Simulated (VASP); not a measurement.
**How a change of volume changes AlRh (Pm-3m)**

Wanted: the elastic response of AlRh to a change of volume, with a fit that predicts a row left out.

Method: PBEsol; plane waves and PAW (Rh_pv, Al); cell typed or built by script, in the first sound run; inputs show where later runs differ, in VASP 6.6.1.

## Step 1: Starting point

The structure is cubic, space group Pm-3m (No. 221). The conventional cell has a = 2.970 Å, b = 2.970 Å, c = 2.970 Å, α = 90.00°, β = 90.00°, γ = 90.00°. Rh has 8 Al at 2.57 Å nearest. Nearest to Al lie 8 Rh at 2.57 Å. Farther neighbours are not listed.

As a file:

```cif
data_structure
_symmetry_space_group_name_H-M 'Pm-3m'
_symmetry_Int_Tables_number 221
_cell_length_a 2.9700
_cell_length_b 2.9700
_cell_length_c 2.9700
_cell_angle_alpha 90.000
_cell_angle_beta 90.000
_cell_angle_gamma 90.000
_cell_volume 26.20
loop_
_atom_site_label
_atom_site_type_symbol
_atom_site_symmetry_multiplicity
_atom_site_Wyckoff_symbol
_atom_site_fract_x
_atom_site_fract_y
_atom_site_fract_z
_atom_site_occupancy
Rh1 Rh 1 a 0.00000 0.00000 0.00000 1
Al1 Al 1 b 0.50000 0.50000 0.50000 1
```

## Step 2: Relax the crystal, PBEsol

The series starts from the cell that this level prefers, so that zero strain is near zero stress.

Level: PBEsol; plane waves and PAW (Rh_pv, Al); cell typed or built by script.

Input file INCAR:

```
SYSTEM = AlRh
PREC = Accurate
ENCUT = 450
EDIFF = 1E-07
NELM = 120
ISMEAR = 1
SIGMA = 0.15
LREAL = .FALSE.
ALGO = Normal
GGA = PS
NBANDS = 15
LASPH = .TRUE.
LORBIT = 11
LWAVE = .FALSE.
LCHARG = .FALSE.
KPAR = 8
IBRION = 2
NSW = 40
ISIF = 3
EDIFFG = -0.005
POTIM = 0.4
```

Input file POSCAR:

```
AlRh
1.0
    2.9700000000      0.0000000000      0.0000000000
    0.0000000000      2.9700000000      0.0000000000
    0.0000000000      0.0000000000      2.9700000000
Rh Al
1 1
Direct
    0.0000000000      0.0000000000      0.0000000000
    0.5000000000      0.5000000000      0.5000000000
```

Input file KPOINTS:

```
Automatic mesh
0
Gamma
17 17 17
0 0 0
```

Potentials, in the order of the species: Rh_pv and Al (PBE family, release 64).

Run with:

```
$ mpirun -np 8 vasp_std
```

The log of the run:

```text
[banner, memory and clock lines left out]
running    8 mpi-ranks, on    1 nodes
[...]
|                                                                             |
|           W    W    AA    RRRRR   N    N  II  N    N   GGGG   !!!           |
|           W    W   A  A   R    R  NN   N  II  NN   N  G    G  !!!           |
|           W    W  A    A  R    R  N N  N  II  N N  N  G       !!!           |
|           W WW W  AAAAAA  RRRRR   N  N N  II  N  N N  G  GGG   !            |
|           WW  WW  A    A  R   R   N   NN  II  N   NN  G    G                |
|           W    W  A    A  R    R  N    N  II  N    N   GGGG   !!!           |
|                                                                             |
|     For optimal performance we recommend to set                             |
|       NCORE = 2 up to number-of-cores-per-socket                            |
|     NCORE specifies how many cores store one orbital (NPAR=cpu/NCORE).      |
|     This setting can greatly improve the performance of VASP for DFT.       |
[...]
DAV:   6    -0.144090395529E+02    0.23977E-06   -0.53847E-07  5769   0.812E-03    0.109E-03
DAV:   7    -0.144090394779E+02    0.74987E-07   -0.14317E-08  2874   0.126E-03
   2 F= -.14409039E+02 E0= -.14409218E+02  d E =0.941629E-05
 trial-energy change:    0.000009  1 .order    0.000005   -0.000277    0.000286
 step:   0.4790(harm=  0.4918)  dis= 0.00000  next Energy=   -14.409115 (dE=-0.658E-04)
[...]
N       E                     dE             d eps       ncg     rms          rms(c)
DAV:   1    -0.144111197709E+02   -0.20802E-02   -0.21867E-02  4950   0.194E+00    0.359E-01
DAV:   2    -0.144094876820E+02    0.16321E-02   -0.95212E-03  4978   0.118E+00    0.154E-01
DAV:   3    -0.144091220734E+02    0.36561E-03   -0.80690E-04  5006   0.353E-01    0.293E-02
DAV:   4    -0.144091139492E+02    0.81242E-05   -0.39594E-05  5566   0.429E-02    0.578E-03
DAV:   5    -0.144091142868E+02   -0.33757E-06   -0.86387E-07  5573   0.808E-03    0.380E-03
DAV:   6    -0.144091146552E+02   -0.36846E-06   -0.13627E-07  4953   0.414E-03    0.545E-04
DAV:   7    -0.144091146983E+02   -0.43078E-07   -0.50805E-09  2552   0.744E-04
   3 F= -.14409115E+02 E0= -.14409286E+02  d E =-.658042E-04
[...]
reached required accuracy - stopping structural energy minimisation
```

Elapsed: 14 s, on 8 MPI ranks of Intel Xeon 6975P-C (Granite Rapids), shared host; peak memory 1.4 GiB.

The logs omit lines about the potential files and the build; timing stands in the text.

Parts of OUTCAR (step 2):

```text
  Total        0.0011698      0.0011698      0.0011698      0.0000000      0.0000000      0.0000000
  in kB        0.0714039      0.0714039      0.0714039      0.0000000      0.0000000      0.0000000
  external PRESSURE =       0.0714039 kB  Pullay stress =       0.0000000 kB

 POSITION                                       TOTAL-FORCE (eV/Angst)
 -----------------------------------------------------------------------------------
      0.00000      0.00000      0.00000         0.000000      0.000000      0.000000
      1.48595      1.48595      1.48595        -0.000000     -0.000000      0.000000
 -----------------------------------------------------------------------------------
    total drift:                                0.000000      0.000000      0.000000

  FREE ENERGIE OF THE ION-ELECTRON SYSTEM (eV)
  ---------------------------------------------------
  free  energy   TOTEN  =       -14.4091146983 eV

  energy  without entropy=      -14.4096272774  energy(sigma->0) =      -14.40928556

 reached required accuracy - stopping structural energy minimisation

[... 3 further parts left out ...]
[key lines of the parts left out:]
E-fermi :  11.6700
```

Numbers from this step:

| Item | Value |
| --- | --- |
| energy(sigma→0) of the program | -14.4093 eV |
| stress, compression positive | xx, yy, zz 0.01, 0.01, 0.01 GPa |
| volume | 26.248 Å³ |
| ionic steps | 3 |

## Step 3: Relax at fixed volume, PBEsol

One member in full: the volume is scaled by 1.045, and the cell is held.

Level: PBEsol; plane waves and PAW (Rh_pv, Al); cell typed or built by script.

Edit INCAR of step 2 so:

```diff
@@ -15,7 +15,8 @@
 LCHARG = .FALSE.
-KPAR = 8
+KPAR = 2
 IBRION = 2
 NSW = 40
-ISIF = 3
-EDIFFG = -0.005
+ISIF = 2
+EDIFFG = -0.004
 POTIM = 0.4
+MAXMIX = 40
```

Input file POSCAR:

```
AlRh
1.0
    3.0158241488      0.0000000000      0.0000000000
    0.0000000000      3.0158241488      0.0000000000
    0.0000000000      0.0000000000      3.0158241488
Rh Al
1 1
Direct
    0.0000000000      0.0000000000      0.0000000000
    0.5000000000      0.5000000000      0.5000000000
```

KPOINTS is that of step 2.

Run with:

```
$ mpirun -np 2 vasp_std
```

The log of the run:

```text
[banner, memory and clock lines left out]
running    2 mpi-ranks, on    1 nodes
[...]
[... a notice as in an earlier step ...]

 LDA part: xc-table for (Slater+PW92), standard interpolation
 POSCAR, INCAR and KPOINTS ok, starting setup
[...]
entering main loop
       N       E                     dE             d eps       ncg     rms          rms(c)
DAV:   1     0.113955079823E+03    0.11396E+03   -0.97199E+03  5101   0.106E+03
DAV:   2    -0.131654872925E+02   -0.12712E+03   -0.12199E+03  5797   0.305E+02
DAV:   3    -0.149886218558E+02   -0.18231E+01   -0.18198E+01  5818   0.399E+01
DAV:   4    -0.150025531075E+02   -0.13931E-01   -0.13931E-01  5916   0.367E+00
[...]
DAV:  11    -0.143777085514E+02    0.92701E-06   -0.16569E-06  6119   0.151E-02    0.377E-03
DAV:  12    -0.143777078430E+02    0.70835E-06   -0.84335E-08  3798   0.324E-03    0.234E-04
DAV:  13    -0.143777078301E+02    0.12943E-07   -0.56788E-09  2972   0.671E-04
   1 F= -.14377708E+02 E0= -.14378029E+02  d E =-.143777E+02
[...]
reached required accuracy - stopping structural energy minimisation
```

The job ended after 16 s (2 MPI ranks; peak memory 0.33 GiB).

OUTCAR, selected parts (step 3):

```text
  Total       -1.4504256     -1.4504256     -1.4504256      0.0000000      0.0000000     -0.0000000
  in kB      -84.7204008    -84.7204008    -84.7204008      0.0000000      0.0000000     -0.0000000
  external PRESSURE =     -84.7204008 kB  Pullay stress =       0.0000000 kB

 POSITION                                       TOTAL-FORCE (eV/Angst)
 -----------------------------------------------------------------------------------
      0.00000      0.00000      0.00000         0.000000      0.000000      0.000000
      1.50791      1.50791      1.50791         0.000000      0.000000      0.000000
 -----------------------------------------------------------------------------------
    total drift:                                0.000000      0.000000      0.000000

  FREE ENERGIE OF THE ION-ELECTRON SYSTEM (eV)
  ---------------------------------------------------
  free  energy   TOTEN  =       -14.3777078301 eV

  energy  without entropy=      -14.3786706336  energy(sigma->0) =      -14.37802876

[... 2 parts as in an earlier step ...]

[... 2 further parts left out ...]
[key lines of the parts left out:]
E-fermi :  10.9880
```

This run gave:

- energy(sigma→0) of the program: -14.3780 eV
- stress, compression positive: xx, yy, zz -8.47, -8.47, -8.47 GPa
- ionic steps: 1

## Step 4: All members

The other members went through these steps as far as the tables show, with the same cutoff and, step by step, the same mesh; 8 runs are not shown. The session took 0.10 core hours (wall time by ranks) on a shared machine.

| volume over the relaxed volume | volume (Å³/atom) | pressure (GPa) | energy above the unstrained row, extrapolated to no smearing (meV/atom) |
| --- | --- | --- | --- |
| 0.940 | 12.337 | 15.172 | 36.065 |
| 0.955 | 12.534 | 10.897 | 19.883 |
| 0.970 | 12.730 | 6.963 | 8.737 |
| 0.985 | 12.927 | 3.342 | 2.240 |
| 1 | 13.124 | 0.013 | 0.000 |
| 1.015 | 13.321 | -3.054 | 1.696 |
| 1.030 | 13.518 | ? | ? |
| 1.045 | 13.715 | -8.472 | 15.652 |
| 1.060 | 13.912 | -10.859 | 27.361 |

## Step 5: A fit to the known rows

Fitting a cubic to the 8 known rows (u: logarithm of the volume ratio) gives pressure = − 534.5 u³ + 484.5 u² − 213.0 u + 0.01133 in GPa; the residuals are 8.1e-4 GPa r.m.s.

For the withheld row, u = 0.02956, the fit gives -5.875 GPa.

## Step 6: Prediction against calculation

The calculation gives -5.877 GPa, so the prediction is 0.002 GPa too high.

A cubic of the pressure in ln(V/V₀) through all rows has the slope −B at V₀: B = 213 GPa, and its curvature gives B′ = 4.5.

## Step 7: Outcome

| Item | Value |
| --- | --- |
| error of the predicted pressure | 0.002 GPa |
| bulk modulus | 213 GPa |

**Reading.** The slope of the energy gives 0.17 GPa at the relaxed volume where the pressure column has 0.01 GPa, a mark of the finite basis or of the smearing. These are static values: temperature and zero-point motion are left out. In a metal the slopes also depend on mesh and smearing, which were held through the series.

[Lines on the potential files, build, host, timing and source positions are cut from VASP's logs without a mark.]

[Logs are printed without paths, hosts, clocks, repeated set-up lines and the standing remarks that a program may print on its own settings, such as how far it seeks lower states.]

[Hosts, paths, dates, database ids (printed as entryN), source tags and the programs' standing remarks are cut or masked in the printed files.]

[In band tables of VASP the shares of atoms and orbitals are scaled to a sum of 1 inside the atoms' spheres.]
